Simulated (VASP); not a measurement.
Given:

```
BeCd3Te4
1.0
    0.00000     3.12949     3.12949
    3.12949     0.00000     3.12949
   12.61989    12.61989    -0.10192
Cd Te Be
3 4 1
Cartesian
 12.48461  12.48461   0.03336
  3.14013   3.14013  -0.01064
  9.53782   9.53782   6.10963
  1.53332   1.53332   1.59617
  4.80390   4.80390   1.45508
  8.06594   8.06594   1.32253
 10.86999  10.86999   1.64798
  9.45780   9.45780  -0.06933
```

Computed with PBEsol GGA, VASP's PBE PAW potentials (set 64) (plane waves; VASP). Numerical set-up: 400 eV cut-off, Gaussian smearing of 0.050 eV, potentials Cd Te Be.

Unless said otherwise, spin-orbit coupling is left out, though it shifts the bands of the heavy elements here.

**Question.** Give the energies of bands 22 to 35 at the high-symmetry points, in eV from the valence-band maximum.

**Answer.** 
```tsv
band	Γ	T	H2	L	S0	F
22	-3.01	-1.71	-4.39	-4.53	-4.38	-4.36
23	-1.46	-1.46	-4.36	-4.39	-4.36	-4.33
24	-1.46	-1.46	-3.27	-2.55	-3.27	-2.61
25	-0.55	-1.37	-3.05	-2.50	-3.05	-2.54
26	-0.55	-0.63	-2.79	-2.47	-2.81	-2.48
27	-0.40	-0.63	-2.61	-1.78	-2.61	-2.19
28	-0.40	-0.24	-1.99	-1.75	-2.01	-1.60
29	-0.34	-0.24	-1.87	-1.67	-1.86	-1.41
30	0.00	-0.09	-1.74	-1.12	-1.74	-1.08
31	0.00	-0.09	-1.54	-1.01	-1.52	-0.84
32	0.97	1.51	2.68	1.95	2.63	1.65
33	1.68	1.87	2.83	2.34	2.93	1.95
34	2.20	2.02	3.27	2.51	3.16	2.32
35	2.38	2.28	3.62	2.77	3.72	2.88
```

The gap is direct, 0.97 eV, from the valence maximum at Γ to the conduction minimum at Γ.

The structure was generated: BeCd3Te4 was put into an ordered model structure (R3m), which need not be its known phase. It was relaxed first.
